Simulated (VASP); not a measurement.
Tc3Sn: equation of state with PBE

Tc3Sn:

```
CELL_PARAMETERS angstrom
5.65336 0.00000 0.00000
-2.82668 4.89595 0.00000
0.00000 0.00000 4.60314
ATOMIC_POSITIONS crystal
Sn 0.33333 0.66667 0.75000
Sn 0.66667 0.33333 0.25000
Tc 0.16492 0.32984 0.25000
Tc 0.16492 0.83508 0.25000
Tc 0.67016 0.83508 0.25000
Tc 0.83508 0.67016 0.75000
Tc 0.83508 0.16492 0.75000
Tc 0.32984 0.16492 0.75000
```

The cell comes from a database or a generator and needn't be the stable form of this composition.

- Program: VASP 6.6.1
- Task: equation of state
- Functional: PBE
- Potentials or basis: VASP PAW PBE potentials, release 64 (Sn_d, Tc_pv)
- Cutoff: 520 eV
- k mesh: 6 × 6 × 6
- Occupations: fermi-dirac, width 0.05 eV
- Spin: no spin polarisation
- Further INCAR settings: ALGO = Normal; EDIFF = 1e-07; NBANDS = 63

* Equilibrium volume: 15.82 Å³/atom
* Bulk modulus at fixed shape and positions: 231 GPa
* Pressure derivative of the bulk modulus: 4.7

Energy against volume, from the lowest point:
```
volume (Å³/atom)  energy (meV/atom)
          14.970              36.37
          15.289              13.44
          15.608               1.72
          15.926               0.00
          16.245               7.19
          16.563              22.32
          16.882              44.53
```

All runs of the series together: 21 min on 1 thread of AMD EPYC 9R45 96-Core Processor (Zen 5) (shared host).

Caveat: the cell was scaled at fixed shape and fractional positions, which overstates the stiffness of a crystal with free parameters, most of all of layers and chains.
